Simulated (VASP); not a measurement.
Set up this calculation in VASP 6.6.1, as the native input.

```yaml
Task: single point
Functional: PBE
Potentials_or_basis: VASP PAW PBE potentials, release 64 (La, V_sv, Mg)
Cutoff: 520 eV
k_mesh: 5 × 5 × 5
Occupations: fermi-dirac, width 0.05 eV
Spin: collinear spin, ferromagnetic start
Starting_moments: "[0.0, 2.0, 0.0, 0.0, 0.0, 0.0, 0.0, 0.0] μB"
Further_INCAR_settings: ALGO = Normal; EDIFF = 1e-07; NBANDS = 32
```

The structure of LaMg6V lies in POSCAR:

```
LaMg6V
1.0
    5.2089520000      0.0000000000      0.0000000000
    0.0000000000      3.2138340000      5.7907090000
    0.0000000000     -3.2138340000      5.7907090000
La V Mg
1 1 6
Direct
    0.4989730000      0.6720750000      0.6725780000
    0.5049510000      0.1586460000      0.1707580000
    0.0020670000      0.8326180000      0.8466890000
   -0.0093890000      0.3230590000      0.3249220000
    0.0033750000      0.3205330000      0.8560820000
    0.0079490000      0.8535570000      0.3112760000
    0.5045640000      0.1626580000      0.6777150000
    0.4954880000      0.6741690000      0.1656350000
```

The cell comes from a database or a generator and needn't be the stable form of this composition.

The cell isn't the ideal one: atoms moved at random, drawn with an rms of 0.05 Å.

The input as run:

INCAR

```
PREC = Accurate ; ENCUT = 520
EDIFF = 1E-7 ; ISMEAR = -1
SIGMA = 0.05 ; LREAL = False
LASPH = True ; NELM = 150
ALGO = Normal ; ISIF = 2
LWAVE = False ; LCHARG = True
ISPIN = 2 ; MAGMOM = 0 2 0 0 0 0 0 0
LORBIT = 11 ; LMAXMIX = 6
GGA = PE ; LELF = True
LVHAR = True ; NBANDS = 32
```

KPOINTS

```
Automatic mesh
0
Gamma
  5 5 5
```

Potentials or basis: VASP PAW PBE potentials, release 64 (La, V_sv, Mg).

Run with:

```sh
$ cat potpaw_PBE.64/La/POTCAR potpaw_PBE.64/V_sv/POTCAR potpaw_PBE.64/Mg/POTCAR > POTCAR
$ mpirun -np 1 vasp_std > vasp.out
```

It gave:

```yaml
Pressure: 0.0 GPa
Largest_force: 0.325 eV/Å
Band_gap_on_the_k_mesh: none (metal or under the smearing width)
Net_moment: 3.29 μB per cell
Site_moments: La +0.06; V +2.61; Mg +0.00, -0.00, -0.01 μB
Valence_electrons_inside_the_program's_atomic_spheres: La 8.65; V 11.32; Mg 0.37, 0.32, 0.36, 0.35
```

It took 12 min on 1 thread of Intel(R) Xeon(R) 6975P-C (Granite Rapids) (shared host), peak memory 0.84 GiB.
